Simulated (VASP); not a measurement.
A convergence study with VASP on CsSnI3 (cubic perovskite): one setting is varied, all else stays as given below, so the limit is that of these other settings.

```
CELL_PARAMETERS angstrom
      6.22000     0.00000     0.00000
      0.00000     6.22000     0.00000
      0.00000     0.00000     6.22000
ATOMIC_POSITIONS crystal
  Cs 0.00000 0.00000 0.00000
  Sn 0.50000 0.50000 0.50000
  I  0.50000 0.00000 0.50000
  I  0.00000 0.50000 0.50000
  I  0.50000 0.50000 0.00000
```

Calculation: PBE GGA, VASP's PBE PAW potentials (set 64) (plane waves; VASP 6.6.1). The tightest run used: 550 eV cut-off, 8×8×8 Monkhorst-Pack mesh, Gaussian smearing of 0.050 eV, potentials Cs_sv Sn_d I.

The reference is 8×8×8 mesh, which took about 90 core-seconds. Costs are core time on shared hosts, one run each; read them as rough ratios.

Problem. Of the settings 1×1×1 mesh; 2×2×2 mesh; 3×3×3 mesh; 4×4×4 mesh; 5×5×5 mesh; 6×6×6 mesh; 7×7×7 mesh; 8×8×8 mesh, which is the lowest that keeps the difference from the reference in the stress, largest component (GPa) within 0.1 from there on, and what does it cost?

Solution. 5×5×5 mesh; its cost over the reference is within a factor of 2.
```csv
setting,"difference in the stress, largest component (GPa)",cost over the reference
1×1×1 mesh,0.63,about 1/8
2×2×2 mesh,0.79,about 1/7
3×3×3 mesh,0.31,about 1/4
4×4×4 mesh,0.14,about 1/4
5×5×5 mesh,0.06,within a factor of 2
6×6×6 mesh,0.03,within a factor of 2
7×7×7 mesh,0.01,within a factor of 2
8×8×8 mesh,0.00,reference
```

Left out are rungs that failed or repeat a setting and relaxations that didn't move; long series are thinned to 24 rows.

The compound is CsSnI3 in the cubic perovskite structure, the ideal cubic form; the compound distorts at low or room temperature. The cell was not relaxed at this level.
